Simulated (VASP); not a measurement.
An input for Quantum ESPRESSO's pw.x (written as the equivalent of a VASP run, and not itself run):

```
&CONTROL
  calculation = 'vc-relax'
  pseudo_dir = './pseudo'
  outdir = './out'
  tprnfor = .true.
  tstress = .true.
  nstep = 60
  forc_conv_thr = 0.00039
/
&SYSTEM
  ibrav = 0
  nat = 2
  ntyp = 2
  ecutwfc = 60.3
  occupations = 'smearing'
  smearing = 'gaussian'
  degauss = 0.003675
  input_dft = 'vdw-df-cx'
/
&ELECTRONS
  conv_thr = 7.3e-08
  electron_maxstep = 100
/
&IONS
/
&CELL
/
ATOMIC_SPECIES
  Tl 204.380 Tl.upf
  Cl 35.450 Cl.upf
CELL_PARAMETERS angstrom
     3.8400000    0.0000000    0.0000000
     0.0000000    3.8400000    0.0000000
     0.0000000    0.0000000    3.8400000
ATOMIC_POSITIONS crystal
  Tl   0.0000000  0.0000000  0.0000000
  Cl   0.5000000  0.5000000  0.5000000
K_POINTS automatic
  6 6 6 0 0 0
```

### Question
Write the VASP files for the same calculation (vdW-DF-cx).

### Answer
One answer among several that fit: 
**KPOINTS**
```
Automatic mesh
0
Gamma
6 6 6
```

INCAR:
```
SYSTEM  =  TlCl
PREC  =  Accurate; ENCUT  =  520; LREAL  =  F
LASPH  =  T
EDIFF  =  1E-6; NELM  =  100; ALGO  =  Normal
LMAXMIX  =  4
ISMEAR  =  0; SIGMA  =  0.05
GGA  =  CX; LUSE_VDW  =  T; AGGAC  =  0.0
IBRION  =  2; NSW  =  60; ISIF  =  3
EDIFFG  =  -0.01
LWAVE  =  F; LCHARG  =  F
```

### POSCAR
```
TlCl
1.0
  3.8400000000   0.0000000000   0.0000000000
  0.0000000000   3.8400000000   0.0000000000
  0.0000000000   0.0000000000   3.8400000000
Tl Cl
1 1
Direct
  0.0000000000   0.0000000000   0.0000000000
  0.5000000000   0.5000000000   0.5000000000
```

POTCAR, in this order: Tl_d Cl (PBE.64 set). Program: vasp_std.

Limits of the translation: the potentials are each code's own (VASP's PAW set, PseudoDojo norm-conserving files in pw.x), so ENCUT and ecutwfc are chosen apart and not converted; conv_thr bounds pw.x's estimated SCF error, while EDIFF bounds the energy change between steps; forc_conv_thr acts on force components and is met together with etot_conv_thr.

The compound is TlCl in the CsCl type structure. This run relaxes it. Symmetry was kept, so distortions that lower it aren't found.
